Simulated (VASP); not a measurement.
Calculation: PBEsol GGA, VASP's PBE PAW potentials (set 64) (plane waves; VASP).

A VASP calculation is set up with these files.

### KPOINTS
```
K-points
0
Gamma
 13 13 8
```

### POSCAR
```
Hf
1
    1.5557087687    -2.6945665909     0.0000000000
    1.5557087687     2.6945665909     0.0000000000
    0.0000000000    -0.0000000000     4.9339618898
Hf
2
Direct
  0.3333330000   0.6666670000   0.2500000000
  0.6666670000   0.3333330000   0.7500000000
```

INCAR:
```
! general
SYSTEM   =  Hf
PREC     =  Accurate
ENCUT    =  500   ! plane-wave cut-off (eV)
LREAL    =  .FALSE.
LASPH    =  .TRUE.   ! aspherical one-centre terms

! electronic loop
EDIFF    =  1E-6   ! SCF stop (eV)
NELM     =  100
ALGO     =  Normal   ! blocked Davidson
LMAXMIX  =  6   ! l cut-off of mixed one-centre charges

! smearing
ISMEAR   =  1
SIGMA    =  0.1   ! width (eV)

! functional
GGA      =  PS   ! PBEsol

! ions
IBRION   =  2   ! conjugate gradients
NSW      =  40   ! most ionic steps
ISIF     =  3   ! ions, shape and volume
EDIFFG   =  -0.02   ! ionic stop
PSTRESS  =  50   ! kbar

! output
LWAVE    =  .FALSE.
LCHARG   =  .FALSE.
```

POTCAR, in this order: Hf_pv (PBE.64 set). Program: vasp_std.

The resulting files:

OSZICAR:
```
       N       E                     dE             d eps       ncg     rms          rms(c)
DAV:   1     0.466985956821E+02    0.46699E+02   -0.11559E+04  2948   0.134E+03
DAV:   2    -0.197035658455E+02   -0.66402E+02   -0.65176E+02  3672   0.269E+02
DAV:   3    -0.216708647319E+02   -0.19673E+01   -0.19378E+01  3906   0.309E+01
DAV:   4    -0.216863146255E+02   -0.15450E-01   -0.15445E-01  3402   0.345E+00
DAV:   5    -0.216865225762E+02   -0.20795E-03   -0.20791E-03  3960   0.323E-01    0.693E+01
DAV:   6    -0.211752788947E+02    0.51124E+00   -0.45023E-01  3108   0.517E+00    0.410E+01
DAV:   7    -0.209896555255E+02    0.18562E+00   -0.74884E-01  3096   0.641E+00    0.209E+00
DAV:   8    -0.209811923373E+02    0.84632E-02   -0.48145E-02  3252   0.172E+00    0.113E-01
DAV:   9    -0.209812848716E+02   -0.92534E-04   -0.10136E-03  4062   0.250E-01    0.196E-01
DAV:  10    -0.209812815215E+02    0.33501E-05   -0.53102E-05  3302   0.605E-02    0.313E-01
DAV:  11    -0.209812791555E+02    0.23659E-05   -0.93367E-06  3534   0.244E-02    0.173E-02
DAV:  12    -0.209812794405E+02   -0.28498E-06   -0.64811E-07  2160   0.690E-03
   1 F= -.19690350E+02 E0= -.19690902E+02  d E =-.196904E+02
       N       E                     dE             d eps       ncg     rms          rms(c)
DAV:   1    -0.209821954064E+02   -0.91625E-03   -0.10316E-02  3012   0.850E-01    0.118E-01
DAV:   2    -0.209820688333E+02    0.12657E-03   -0.19632E-04  3840   0.112E-01    0.399E-02
DAV:   3    -0.209820270626E+02    0.41771E-04   -0.53994E-05  3798   0.536E-02    0.291E-02
DAV:   4    -0.209820218923E+02    0.51703E-05   -0.11800E-05  3992   0.257E-02    0.212E-02
DAV:   5    -0.209820214026E+02    0.48969E-06   -0.76384E-07  1812   0.702E-03
   2 F= -.19690380E+02 E0= -.19690927E+02  d E =-.301169E-04
```

OUTCAR:
```
------------------------ aborting loop because EDIFF is reached ----------------------------------------
  FORCE on cell =-STRESS in cart. coord.  units (eV):
  Direction    XX          YY          ZZ          XY          YZ          ZX
  --------------------------------------------------------------------------------------
  Total        1.2819113      1.2819113      1.2793308      0.0000000     -0.0000000      0.0000000
  in kB       49.6233566     49.6233551     49.5234652      0.0000000     -0.0000000      0.0000000
  external PRESSURE =      -0.4099410 kB  Pullay stress =      50.0000000 kB
  volume of cell :       41.39
      direct lattice vectors                 reciprocal lattice vectors
     1.555202171 -2.693689136  0.000000000     0.321501609 -0.185619043 -0.000000000
     1.555202171  2.693689136  0.000000000     0.321501609  0.185619043  0.000000000
     0.000000000 -0.000000000  4.939899295     0.000000000  0.000000000  0.202433277
 POSITION                                       TOTAL-FORCE (eV/Angst)
 -----------------------------------------------------------------------------------
      1.55520      0.89790      1.23497         0.000000      0.000000      0.000000
      1.55520     -0.89790      3.70492        -0.000000     -0.000000      0.000000
 -----------------------------------------------------------------------------------
    total drift:                                0.000003      0.000171     -0.000015
  FREE ENERGIE OF THE ION-ELECTRON SYSTEM (eV)
  ---------------------------------------------------
  free  energy   TOTEN  =       -20.9820214026 eV

  energy  without entropy=      -20.9836625413  energy(sigma->0) =      -20.98256845
  enthalpy is  TOTEN    =       -19.6903803447 eV   P V=        1.2916410579

 reached required accuracy - stopping structural energy minimisation
```
(Selected blocks of OUTCAR.)

### CONTCAR
```
Hf
   1.00000000000000
     1.5552021711178146   -2.6936891358027490    0.0000000000000000
     1.5552021711178146    2.6936891358027490    0.0000000000000000
     0.0000000000000000   -0.0000000000000000    4.9398992952026770
  Hf
     2
Direct
     0.3333330000000032    0.6666669999999968    0.2500000000000000
     0.6666669999999968    0.3333330000000032    0.7500000000000000
```

The compound is Hf in the hcp structure. This run relaxes it under an external pressure of 5 GPa. Symmetry was kept, so distortions that lower it aren't found.
